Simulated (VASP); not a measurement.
# PtSe2 (Sudovikovite) (P-3m1) in VASP: phonons with r2SCAN

Aim: the phonons of PtSe2 (Sudovikovite) with r2SCAN.

All numbers are computed with VASP 6.6.1; they aren't measurements. Logs are shortened: lines on timing, memory, paths and dates and some standing lists are left out, and cuts for length are marked.

## 1. The crystal as given

It takes space group P-3m1 (No. 164, trigonal). The conventional cell has a = 3.719 Å, b = 3.719 Å, c = 5.811 Å, α = 90.00°, β = 90.00°, γ = 120.00°. Around Pt (site symmetry -3m) lie 6 Se at 2.52 Å. Se (site symmetry 3m) is surrounded by 3 Pt at 2.52 Å.

## 2. Phonons, r2SCAN

File POSCAR:

```
PtSe2
1.0
    3.7188221290      0.0000000000      0.0000000000
   -1.8594110645      3.2205944359     -0.0000000000
    0.0000000000      0.0000000000      5.8111597518
  Pt              Se
     1     2
Direct
     0.0000000000000000    0.0000000000000000    0.0000000000000000
     0.3333333332999970    0.6666666667000030    0.2256189172748379
     0.6666666667000030    0.3333333332999970    0.7743810827251624
```

File INCAR.step1:

```
SYSTEM = PtSe2
PREC = Accurate ; ENCUT = 600
EDIFF = 1E-8 ; ISMEAR = 0
SIGMA = 0.03 ; LREAL = .False.
LASPH = .True. ; NELM = 80
ALGO = Normal ; ISIF = 3
LWAVE = .False. ; LCHARG = .False.
METAGGA = R2SCAN ; LMIXTAU = .True.
KPAR = 2 ; IBRION = 2
NSW = 40 ; EDIFFG = -0.002
```

File INCAR.step2:

```
SYSTEM = PtSe2
PREC = Accurate ; ENCUT = 600
EDIFF = 1E-8 ; ISMEAR = 0
SIGMA = 0.03 ; LREAL = .False.
LASPH = .True. ; NELM = 80
ALGO = Normal ; ISIF = 2
LWAVE = .False. ; LCHARG = .False.
METAGGA = R2SCAN ; LMIXTAU = .True.
KPAR = 2 ; IBRION = 6
NFREE = 2 ; POTIM = 0.015
NSW = 1
```

File KPOINTS:

```
regular mesh
0
Gamma
  9 9 5
  0 0 0
```

Potentials or basis: VASP PAW PBE potentials, release 64 (Pt, Se).

The run is started by

```
$ cat potpaw_PBE.64/Pt/POTCAR potpaw_PBE.64/Se/POTCAR > POTCAR
$ cp INCAR.step1 INCAR
$ mpirun -np 2 vasp_std > vasp.out
$ cp CONTCAR POSCAR
$ cp INCAR.step2 INCAR
$ mpirun -np 2 vasp_std > vasp.out
```

OUTCAR:

```text
SYSTEM = PtSe2
   PREC = Accurate
   ENCUT = 600
   EDIFF = 1E-8
   ISMEAR = 0
   LREAL = .False.
   LASPH = .True.
   NELM = 80
   ISIF = 2
   METAGGA = R2SCAN
   IBRION = 6
   NFREE = 2
   POTIM = 0.015
   NSW = 1

 ion  position               nearest neighbor table
   1  0.000  0.000  0.000-   2 2.52   3 2.52   3 2.52   2 2.52   3 2.52   2 2.52
   2  0.333  0.667  0.226-   1 2.52   1 2.52   1 2.52
   3  0.667  0.333  0.774-   1 2.52   1 2.52   1 2.52

  LATTYP: Found a hexagonal cell.
 ALAT       =     3.7188221290
 C/A-ratio  =     1.5626344983

  Lattice vectors:

 A1 = (   3.7188221290,   0.0000000000,   0.0000000000)
 A2 = (  -1.8594110645,   3.2205944359,   0.0000000000)
 A3 = (   0.0000000000,   0.0000000000,   5.8111597518)

Analysis of symmetry for initial positions (statically):
=====================================================================
 Subroutine PRICEL returns:
 Original cell was already a primitive cell.

 Routine SETGRP: Setting up the symmetry group for a
 hexagonal supercell.

 Subroutine GETGRP returns: Found 12 space group operations
 (whereof 12 operations were pure point group operations)
 out of a pool of 24 trial point group operations.

The static configuration has the point symmetry D_3d.

Analysis of symmetry for dynamics (positions and initial velocities):
=====================================================================
 Subroutine PRICEL returns:
 Original cell was already a primitive cell.

 Routine SETGRP: Setting up the symmetry group for a
 hexagonal supercell.

 Subroutine GETGRP returns: Found 12 space group operations
 (whereof 12 operations were pure point group operations)
 out of a pool of 24 trial point group operations.

The dynamic configuration has the point symmetry D_3d.

 Subroutine INISYM returns: Found 12 space group operations
 (whereof 12 operations are pure point group operations),
 and found     1 'primitive' translations

----------------------------------------------------------------------------------------

                                     Primitive cell

  volume of cell :      69.5992

  direct lattice vectors                    reciprocal lattice vectors
     3.718822129  0.000000000  0.000000000     0.268902347  0.155250843  0.000000000
    -1.859411064  3.220594436  0.000000000     0.000000000  0.310501685  0.000000000
     0.000000000  0.000000000  5.811159752     0.000000000  0.000000000  0.172082690
[... 441 lines left out ...]

  energy without entropy =      -81.49738700  energy(sigma->0) =      -81.49738700

 E-fermi :   4.5382     XC(G=0): -10.3834

 val. band max:        4.3474552724   @ k =   0.1111   0.0000   0.0000
 cond. band min:       5.1076913277   @ k =   0.0000   0.2222   0.4000
 fundamental gap:      0.7602360553
 Fermi energy:         4.5382070668

 k-point     1 :       0.0000    0.0000    0.0000
  band No.  band energies     occupation
      1     -10.9945      2.00000
      2      -8.8124      2.00000
      3      -2.0411      2.00000
      4      -1.6453      2.00000
      5      -1.6453      2.00000
      6       0.6833      2.00000
      7       0.6833      2.00000
      8       2.1474      2.00000
      9       3.7119      2.00000
     10       3.7119      2.00000
     11       4.3064      2.00000
     12       6.7316      0.00000
     13       6.7316      0.00000
     14       9.1608      0.00000
[... 401 lines left out ...]
      2      -9.0191      2.00000
      3      -1.6989      2.00000
      4      -1.3482      2.00000
      5      -0.9273      2.00000
      6      -0.4418      2.00000
      7       0.2188      2.00000
      8       1.2696      2.00000
      9       2.7264      2.00000
     10       2.7971      2.00000
     11       3.9649      2.00000
     12       5.2229      0.00000
     13       6.2009      0.00000
     14       9.9161      0.00000
     15      11.9819      0.00000

 [... further k-points ...]

------------------------ aborting loop because EDIFF is reached ----------------------------------------

  FORCE on cell =-STRESS in cart. coord.  units (eV):
  Direction    XX          YY          ZZ          XY          YZ          ZX
  --------------------------------------------------------------------------------------
  -------------------------------------------------------------------------------------
  Total        0.1806160      0.1806160      0.2373414      0.0000000      0.0000000      0.0000000
  in kB        4.1577896      4.1577896      5.4636118      0.0000000      0.0000000      0.0000000
  external PRESSURE =       4.5930637 kB  Pullay stress =       0.0000000 kB
[... 18 lines left out ...]
  FREE ENERGIE OF THE ION-ELECTRON SYSTEM (eV)
  ---------------------------------------------------
  free  energy   TOTEN  =       -81.4973870030 eV

  energy  without entropy=      -81.4973870030  energy(sigma->0) =      -81.49738700

 INTERNAL STRAIN TENSORS FROM DISPLACED ATOMS
 ============================================

 INTERNAL STRAIN TENSOR FOR ION    1 for displacements in x,y,z  (eV/Angst):
          X           Y           Z          XY          YZ          ZX
  --------------------------------------------------------------------------------
  x     0.00000     0.00000     0.00000     0.00000     0.00000     0.00000
  y     0.00000     0.00000     0.00000     0.00000     0.00000     0.00000
  z     0.00000     0.00000     0.00000     0.00000     0.00000     0.00000

 INTERNAL STRAIN TENSOR FOR ION    3 for displacements in x,y,z  (eV/Angst):
          X           Y           Z          XY          YZ          ZX
  --------------------------------------------------------------------------------
  x     0.00000     0.00000     0.00000    -5.77659     0.00000    11.53896
  y    -5.77659     5.77659    -0.00000    -0.00000    11.53895    -0.00000
  z    11.52478    11.52478    15.48866     0.00000     0.00000     0.00000

 Eigenvectors and eigenvalues of the dynamical matrix
 ----------------------------------------------------

   1 f  =    6.893393 THz    43.312464 2PiTHz  229.938833 cm-1    28.508769 meV
             X         Y         Z           dx          dy          dz
      0.000000  0.000000  0.000000    -0.000000   -0.000000   -0.668866
     -0.000000  2.147063  1.311108    -0.000000    0.000000    0.525651
      1.859411  1.073531  4.500052     0.000000    0.000000    0.525651
[... 43 lines left out ...]
   9 f/i=    0.000859 THz     0.005398 2PiTHz    0.028659 cm-1     0.003553 meV
             X         Y         Z           dx          dy          dz
      0.000000  0.000000  0.000000    -0.735712   -0.105977   -0.000000
     -0.000000  2.147063  1.311108    -0.468188   -0.067441   -0.000000
      1.859411  1.073531  4.500052    -0.468188   -0.067441   -0.000000

 ELASTIC MODULI CONTR FROM IONIC RELAXATION (kBar)
 Direction    XX          YY          ZZ          XY          YZ          ZX
 --------------------------------------------------------------------------------
 XX        -664.7309   -327.3863   -666.6750     -0.0000    336.9289      0.0000
 YY        -327.3863   -664.7309   -666.6750      0.0000   -336.9289     -0.0000
 ZZ        -666.6750   -666.6750   -895.9740     -0.0000     -0.0000      0.0000
 XY          -0.0000      0.0000     -0.0000   -168.6723      0.0000    336.9292
 YZ         336.9289   -336.9289     -0.0000      0.0000   -673.0275     -0.0000
 ZX           0.0000     -0.0000      0.0000    336.9292     -0.0000   -673.0286
 --------------------------------------------------------------------------------
```

OUTCAR.step1:

```text
SYSTEM = PtSe2
   PREC = Accurate
   ENCUT = 600
   EDIFF = 1E-8
   ISMEAR = 0
   LREAL = .False.
   LASPH = .True.
   NELM = 80
[... 663 lines left out ...]
     -0.00000      2.14706      1.31111        -0.000000      0.000000      0.000741
      1.85941      1.07353      4.50005         0.000000      0.000000     -0.000741
 -----------------------------------------------------------------------------------
    total drift:                                0.000000     -0.000000     -0.000000

  FREE ENERGIE OF THE ION-ELECTRON SYSTEM (eV)
  ---------------------------------------------------
  free  energy   TOTEN  =       -81.4985609361 eV

  energy  without entropy=      -81.4985609361  energy(sigma->0) =      -81.49856094

 reached required accuracy - stopping structural energy minimisation
```

Wall time 29 min (2 MPI ranks of Intel Xeon Platinum 8259CL at 2.50GHz (Skylake/Cascade Lake), shared host); peak memory 0.56 GiB.

What came out:

```
Highest phonon frequency at Γ, LO-TO splitting left out : 230 cm⁻¹
```

Phonon frequencies in cm⁻¹ (negative: imaginary):
```
              q point                    frequencies
(0.000, 0.000, 0.000)  0 0 0 177 177 206 218 218 230
```

Caveat: the PAW data sets were made with another functional, which shifts forces and pressure a little. Spin-orbit coupling is left out, which matters for the levels of Pt.
